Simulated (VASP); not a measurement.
Here is the system:

```xyz
8
Lattice="11.6680 0.0000 0.0000 0.0000 4.1275 0.0000 0.0000 0.0000 4.7023" Properties=species:S:1:pos:R:3 pbc="T T T"
Sn     7.2200     3.0956     1.7707
Sn     4.4479     1.0319     2.9317
Sn    10.2819     1.0319     4.1218
Sn     1.3860     3.0956     0.5805
Se     1.7333     1.0319     2.3943
Se     9.9347     3.0956     2.3080
Se     4.1007     3.0956     0.0432
Se     7.5673     1.0319     4.6592
```

Calculation: PBE GGA, VASP's PBE PAW potentials (set 64) (plane waves; VASP). Settings: 300 eV cut-off, 2×5×5 Γ-centred mesh, Gaussian smearing of 0.050 eV, potentials Sn_d Se.

At this cut-off the stress carries a Pulay error, which pulls relaxed volumes low.

**Question.** The ions, cell shape and volume are relaxed. Predict the relaxed structure.

**Answer.** 
```xyz
8
Lattice="11.7805 0.0000 0.0000 0.0000 4.2095 0.0000 0.0000 0.0000 4.5346" Properties=species:S:1:pos:R:3 pbc="T T T"
Sn     7.3105     3.1571     1.7530
Sn     4.4700     1.0524     2.7816
Sn    10.3602     1.0524     4.0203
Sn     1.4203     3.1571     0.5143
Se     1.7166     1.0524     2.3693
Se    10.0638     3.1571     2.1652
Se     4.1736     3.1571     0.1021
Se     7.6069     1.0524     4.4325
```
Space group Pnma (62), at a tolerance of 0.03 Å.

**Question.** How do energy and volume change from the first to the last step?

**Answer.** The energy (σ→0) changes by -5.0 meV/atom and the volume by -0.7 %, in 18 ionic steps.

The structure comes from a computed database's SnSe entry; how it stands against other phases isn't given here. This run relaxes it. Symmetry was kept, so distortions that lower it aren't found. The run is one of a series of settings (EDIFFG = -0.01, IBRION = 2, ISIF = 3, NSW = 50 against the base run), some of them coarse on purpose.
